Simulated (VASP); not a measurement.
EuMo:

```
Eu Mo
1.0
     3.53145    0.00000    0.00000
     0.00000    3.53145    0.00000
     0.00000    0.00000    3.53145
Eu Mo
1 1
Direct
  0.50000 0.50000 0.50000
  0.00000 0.00000 0.00000
```

The cell was built by a generator and needn't be a form met in nature.

* Program: VASP 6.6.1
* Task: relaxation of cell and atoms
* Functional: LDA
* Potentials or basis: VASP PAW PBE potentials, release 64 (Eu, Mo_sv)
* Cutoff: 600 eV
* k mesh: 6 × 6 × 6
* Occupations: fermi-dirac, width 0.05 eV
* Spin: collinear spin, ferromagnetic start
* Starting moments: [7.0, 1.0] μB

At the start: pressure -8.9 GPa; volume 22.02 Å³/atom.

**Question.** How do energy, volume and symmetry change on relaxing?

**Answer.** Over 3 steps the energy falls by 77.4 meV/atom and the volume is 19.54 Å³/atom (-11.3 %); space group Pm-3m (No. 221, to 0.05 Å); moment 6.14 μB per cell.

Step by step:
```tsv
step	energy change (eV)	largest force (eV/Å)	pressure (GPa)	volume (Å³)
1	0.0000	0.0000	-8.89	44.04
2	-0.1059	0.0000	7.07	36.70
3	-0.1548	0.0000	-0.10	39.08
```

Final structure:
```
Eu Mo
1.0
     3.39342    0.00000    0.00000
     0.00000    3.39342    0.00000
     0.00000    0.00000    3.39342
Eu Mo
1 1
Direct
  0.50000 0.50000 0.50000
  0.00000 0.00000 0.00000
```

Caveat: the PAW data sets were made with another functional, which shifts forces and pressure a little; without U or exact exchange the open f shell lies at the Fermi level, which spoils levels, moments and volumes.
